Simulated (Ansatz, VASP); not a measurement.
# Cross-check of Hf (Hafnium) between VASP and Ansatz

Wanted: the spread between two codes on one cell, functional and k mesh. The cell is taken from a series of runs on this material, whose earlier steps may have relaxed, scaled, displaced or heated it; both programs get it as it stands.

Calculated with Ansatz 0.2.0; plane waves, with VASP 6.6.1 beside it; zone-centre phonons at PBE.

## (1) The starting structure

The structure is hexagonal, space group P6_3/mmc (No. 194). Conventional cell: a = 3.204 Å, b = 3.204 Å, c = 5.073 Å, α = 90.00°, β = 90.00°, γ = 120.00°. Nearest to Hf lie 12 Hf at 3.14 to 3.20 Å.

## (2) VASP: zone-centre phonons, PBE

Second derivatives magnify differences that forces hide, and they need a tight electronic threshold.

Lines of VASP's logs that name or quote its potential files are left out, and so is its time.

INCAR

```
SYSTEM = Hf
PREC = Accurate
ENCUT = 500
EDIFF = 1E-08
NELM = 120
ISMEAR = 1
SIGMA = 0.2
LREAL = .FALSE.
ALGO = Normal
GGA = PE
NBANDS = 16
LASPH = .TRUE.
LORBIT = 11
LWAVE = .FALSE.
LCHARG = .FALSE.
ISIF = 2
IBRION = 8
GGA_COMPAT = .FALSE.
KPAR = 2
```

POSCAR

```
Hf
1.0
    3.2043704354      0.0000000000      0.0000000000
   -1.6021852177      2.7750662002      0.0000000000
    0.0000000000      0.0000000000      5.0726244145
Hf
2
Direct
    0.3333333333      0.6666666667      0.2500000000
    0.6666666667      0.3333333333      0.7500000000
```

KPOINTS

```
Automatic mesh
0
Gamma
6 6 4
0 0 0
```

PAW data sets: Hf_pv (PBE family, release 64).

On the command line:

```console
> mpirun -np 2 vasp_std
```

Numbers of over 12 decimals in the logs are rounded to 6 here.

Output:

```text
[banner, memory and clock lines left out]
running    2 mpi-ranks, on    1 nodes
 distrk:  each k-point on    1 cores,    2 groups
 distr:  one band on    1 cores,    1 groups

 POSCAR found type information on POSCAR Hf
 POSCAR found :  1 types and       2 ions
 LDA part: xc-table for (Slater+PW92), standard interpolation
 POSCAR, INCAR and KPOINTS ok, starting setup
 FFT: planning ... GRIDC
 FFT: planning ... GRID_SOFT
 FFT: planning ... GRID
 WAVECAR not read
 entering main loop
       N       E                     dE             d eps       ncg     rms          rms(c)
DAV:   1     0.458212132187E+02    0.45821E+02   -0.11160E+04   680   0.115E+03
DAV:   2    -0.190684609733E+02   -0.64890E+02   -0.63470E+02   904   0.244E+02
DAV:   3    -0.205417589858E+02   -0.14733E+01   -0.14663E+01   888   0.255E+01
DAV:   4    -0.205533723654E+02   -0.11613E-01   -0.11612E-01   840   0.278E+00
DAV:   5    -0.205535312197E+02   -0.15885E-03   -0.15885E-03   872   0.264E-01    0.655E+01
DAV:   6    -0.200200511671E+02    0.53348E+00   -0.50725E-01   808   0.484E+00    0.388E+01
DAV:   7    -0.198352500426E+02    0.18480E+00   -0.86103E-01   816   0.604E+00    0.182E+00
DAV:   8    -0.198245537904E+02    0.10696E-01   -0.56272E-02   744   0.162E+00    0.588E-01
DAV:   9    -0.198246580739E+02   -0.10428E-03   -0.11938E-03   936   0.262E-01    0.213E-01
DAV:  10    -0.198246431420E+02    0.14932E-04   -0.60730E-05   784   0.557E-02    0.275E-01
DAV:  11    -0.198246464525E+02   -0.33105E-05   -0.77710E-06   896   0.217E-02    0.873E-03
DAV:  12    -0.198246465618E+02   -0.10931E-06   -0.55529E-07   824   0.513E-03    0.758E-03
DAV:  13    -0.198246464222E+02    0.13959E-06   -0.17235E-08   648   0.106E-03    0.247E-03
DAV:  14    -0.198246463519E+02    0.70265E-07   -0.23834E-09   480   0.434E-04    0.170E-04
DAV:  15    -0.198246463563E+02   -0.43792E-08   -0.30236E-10   496   0.137E-04
   1 F= -.19824646E+02 E0= -.19821900E+02  d E =-.823924E-02
 Linear response reoptimize wavefunctions to high precision
DAV:   1    -0.198246463566E+02   -0.30241E-09   -0.47762E-11   488   0.598E-05
DAV:   2    -0.198246463566E+02    0.20464E-10   -0.10049E-11   480   0.251E-05
 Linear response DOF=           2
 Linear response progress:
  Degree of freedom:   1/  2
       N       E                     dE             d eps       ncg     rms          rms(c)
RMM:   1    -0.203882384837E+00   -0.20388E+00    0.45224E+00  2000   0.118E+01
RMM:   2    -0.210074335010E+00   -0.61920E-02   -0.37761E-02  2942   0.121E+00    0.550E-01
RMM:   3    -0.209211878793E+00    0.86246E-03   -0.44611E-03  3657   0.263E-01    0.129E-01
RMM:   4    -0.208829957209E+00    0.38192E-03   -0.47991E-04  4294   0.878E-02    0.182E-01
RMM:   5    -0.208346849257E+00    0.48311E-03   -0.40362E-05  3900   0.449E-02    0.214E-02
RMM:   6    -0.208268681210E+00    0.78168E-04   -0.98844E-06  4466   0.144E-02    0.311E-02
RMM:   7    -0.208266597848E+00    0.20834E-05   -0.36198E-05  4031   0.525E-03    0.175E-02
RMM:   8    -0.208261818075E+00    0.47798E-05   -0.66911E-06  4240   0.170E-03    0.833E-03
RMM:   9    -0.208261599055E+00    0.21902E-06   -0.42662E-06  4375   0.782E-04    0.220E-03
RMM:  10    -0.208262198828E+00   -0.59977E-06   -0.36982E-06  4200   0.423E-04    0.132E-03
RMM:  11    -0.208262590426E+00   -0.39160E-06   -0.26226E-06  4320   0.295E-04    0.484E-04
RMM:  12    -0.208262614323E+00   -0.23896E-07   -0.14040E-06  4416   0.216E-04    0.610E-05
RMM:  13    -0.208262641822E+00   -0.27499E-07   -0.87468E-07  4246   0.195E-04    0.136E-04
RMM:  14    -0.208262649022E+00   -0.71998E-08   -0.56226E-07  4268   0.184E-04    0.276E-05
RMM:  15    -0.208262659717E+00   -0.10695E-07   -0.32917E-07  3938   0.179E-04    0.102E-05
RMM:  16    -0.208262661088E+00   -0.13713E-08   -0.19473E-07  3347   0.176E-04    0.642E-06
RMM:  17    -0.208262663587E+00   -0.24993E-08   -0.87299E-08  3299   0.175E-04    0.919E-06
 first order change of Fermi-energy  -0.22010E-05
 force on displaced ion       1 direction 1 :  -1.912  -0.001   0.000
 Linear response progress:
  Degree of freedom:   2/  2
       N       E                     dE             d eps       ncg     rms          rms(c)
RMM:   1    -0.243431191958E+00   -0.24343E+00    0.48276E+00   850   0.123E+01
RMM:   2    -0.254261001848E+00   -0.10830E-01   -0.44354E-02  1202   0.124E+00    0.682E-01
RMM:   3    -0.253278588940E+00    0.98241E-03   -0.23995E-03  1411   0.278E-01    0.202E-01
RMM:   4    -0.253195317606E+00    0.83271E-04   -0.92190E-04  1590   0.975E-02    0.184E-01
RMM:   5    -0.252768302812E+00    0.42701E-03    0.11182E-04  1538   0.497E-02    0.345E-02
RMM:   6    -0.252710988188E+00    0.57315E-04   -0.13443E-04  1458   0.178E-02    0.293E-02
RMM:   7    -0.252723759300E+00   -0.12771E-04   -0.28520E-05  1579   0.625E-03    0.589E-03
RMM:   8    -0.252716049008E+00    0.77103E-05   -0.55355E-06  1651   0.265E-03    0.251E-03
RMM:   9    -0.252709379408E+00    0.66696E-05   -0.24648E-05  1624   0.122E-03    0.119E-03
RMM:  10    -0.252708623728E+00    0.75568E-06   -0.20522E-05  1658   0.580E-04    0.349E-04
RMM:  11    -0.252708063910E+00    0.55982E-06   -0.18071E-05  1704   0.345E-04    0.789E-05
RMM:  12    -0.252708751917E+00   -0.68801E-06   -0.25567E-05  1680   0.243E-04    0.300E-05
RMM:  13    -0.252708627077E+00    0.12484E-06   -0.24860E-05  1741   0.212E-04    0.283E-05
RMM:  14    -0.252708655737E+00   -0.28660E-07   -0.25813E-05  1721   0.199E-04    0.175E-05
RMM:  15    -0.252708708364E+00   -0.52627E-07   -0.25548E-05  1684   0.194E-04    0.687E-06
RMM:  16    -0.252708737714E+00   -0.29350E-07   -0.26650E-05  1576   0.192E-04    0.598E-06
RMM:  17    -0.252708556266E+00    0.18145E-06   -0.24221E-05  1125   0.189E-04    0.550E-06
RMM:  18    -0.252708736215E+00   -0.17995E-06   -0.26257E-05  1013   0.188E-04    0.451E-06
RMM:  19    -0.252708585295E+00    0.15092E-06   -0.24391E-05   977   0.189E-04    0.536E-06
 first order change of Fermi-energy  -0.81098E-04
 force on displaced ion       1 direction 3 :   0.000  -0.000  -4.098
 Linear response finished
```

Parts of OUTCAR (step 2):

```text
ion  position               nearest neighbor table
   1  0.333  0.667  0.250-   2 3.14   2 3.14   2 3.14   2 3.14   2 3.14   2 3.14
   2  0.667  0.333  0.750-   1 3.14   1 3.14   1 3.14   1 3.14   1 3.14   1 3.14

  LATTYP: Found a hexagonal cell.
 ALAT       =     3.2043704354
 C/A-ratio  =     1.5830330846

 Subroutine GETGRP returns: Found 24 space group operations
 (whereof 12 operations were pure point group operations)

The static configuration has the point symmetry D_3d.
 The point group associated with its full space group is D_6h.

 Found     21 irreducible k-points:

   k-points           NKPTS =     21   k-points in BZ     NKDIM =     21   number of bands    NBANDS=     16

   dimension x,y,z NGX =    24 NGY =   24 NGZ =   40
   dimension x,y,z NGXF=    48 NGYF=   48 NGZF=   80

   ENCUT  =  500.0 eV  36.75 Ry    6.06 a.u.   5.84  5.84  9.25*2*pi/ulx,y,z

   NELECT =      20.0000    total number of electrons

 k-points in reciprocal lattice and weights: Automatic mesh
   0.00000000  0.00000000  0.00000000       0.007
   0.16666667 -0.00000000  0.00000000       0.042
   0.33333333 -0.00000000  0.00000000       0.042
   0.50000000 -0.00000000  0.00000000       0.021
   0.16666667  0.16666667  0.00000000       0.042
   0.33333333  0.16666667  0.00000000       0.083
   0.33333333  0.33333333  0.00000000       0.014
   0.00000000  0.00000000  0.25000000       0.014
   0.16666667 -0.00000000  0.25000000       0.083
[...]
0.33333333  0.16666667  0.50000000       0.083
   0.33333333  0.33333333  0.50000000       0.014

 average (electrostatic) potential at core
       1 -37.4765       2 -37.4765

  Total       -0.1308573     -0.1308573      0.0421318      0.0000000      0.0000000      0.0000000
  in kB       -4.6479320     -4.6479320      1.4964831      0.0000000      0.0000000      0.0000000
  external PRESSURE =      -2.5997936 kB  Pullay stress =       0.0000000 kB

  energy-cutoff  :      500.00
  volume of cell :       45.11
      direct lattice vectors                 reciprocal lattice vectors
     3.204370435  0.000000000  0.000000000     0.312073782  0.180175882  0.000000000
    -1.602185218  2.775066200  0.000000000     0.000000000  0.360351764  0.000000000
     0.000000000  0.000000000  5.072624414     0.000000000  0.000000000  0.197136614

 POSITION                                       TOTAL-FORCE (eV/Angst)
 -----------------------------------------------------------------------------------
     -0.00000      1.85004      1.26816         0.000000      0.000000      0.000000
      1.60219      0.92502      3.80447        -0.000000     -0.000000      0.000000
 -----------------------------------------------------------------------------------
    total drift:                               -0.000000      0.000000     -0.000000

 Eigenvectors and eigenvalues of the dynamical matrix
 ----------------------------------------------------

   1 f  =    3.350053 THz    21.049003 2PiTHz  111.745734 cm-1    13.854699 meV
             X         Y         Z           dx          dy          dz
     -0.000000  1.850044  1.268156     0.000000    0.000000   -0.707107
      1.602185  0.925022  3.804468     0.000000    0.000000    0.707107

   2 f  =    2.288255 THz    14.377528 2PiTHz   76.327960 cm-1     9.463457 meV
             X         Y         Z           dx          dy          dz
     -0.000000  1.850044  1.268156    -0.000005   -0.707107    0.000000
      1.602185  0.925022  3.804468     0.000005    0.707107    0.000000

   3 f  =    2.288255 THz    14.377528 2PiTHz   76.327960 cm-1     9.463457 meV
             X         Y         Z           dx          dy          dz
     -0.000000  1.850044  1.268156    -0.707107    0.000005    0.000000
      1.602185  0.925022  3.804468     0.707107   -0.000005    0.000000

   4 f  =    0.000000 THz     0.000000 2PiTHz    0.000000 cm-1     0.000000 meV
             X         Y         Z           dx          dy          dz
     -0.000000  1.850044  1.268156     0.148782   -0.691277    0.000000
      1.602185  0.925022  3.804468     0.148782   -0.691277    0.000000

   5 f  =    0.000000 THz     0.000000 2PiTHz    0.000000 cm-1     0.000000 meV
             X         Y         Z           dx          dy          dz
     -0.000000  1.850044  1.268156     0.000000    0.000000    0.707107
      1.602185  0.925022  3.804468     0.000000    0.000000    0.707107

   6 f/i=    0.000000 THz     0.000000 2PiTHz    0.000001 cm-1     0.000000 meV
             X         Y         Z           dx          dy          dz
     -0.000000  1.850044  1.268156     0.691277    0.148782    0.000000
      1.602185  0.925022  3.804468     0.691277    0.148782    0.000000

 ELASTIC MODULI CONTR FROM IONIC RELAXATION (kBar)
 Direction    XX          YY          ZZ          XY          YZ          ZX
 --------------------------------------------------------------------------------
 XX        -193.6890    193.6890      0.0000     -0.0000      0.0000      0.0000
 YY         193.6890   -193.6890     -0.0000      0.0000     -0.0000      0.0000
 ZZ           0.0000     -0.0000     -0.0000      0.0000      0.0000      0.0000
 XY          -0.0000      0.0000      0.0000   -193.6890      0.0000      0.0000
 YZ           0.0000     -0.0000      0.0000      0.0000     -0.0000      0.0000
 ZX           0.0000      0.0000      0.0000      0.0000      0.0000      0.0000
 --------------------------------------------------------------------------------
```

Harder data sets than Hf_pv exist (the GW ones), and pressures, volumes and forces can shift noticeably with them.

[end of part 1 of 2]

[Lines on the potential files, build, host, timing and source positions are cut from VASP's logs without a mark.]

[Logs are printed without paths, hosts, clocks, repeated set-up lines and the standing remarks that a program may print on its own settings, such as how far it seeks lower states.]

[Hosts, paths, dates, database ids (printed as entryN), source tags and the programs' standing remarks are cut or masked in the printed files.]
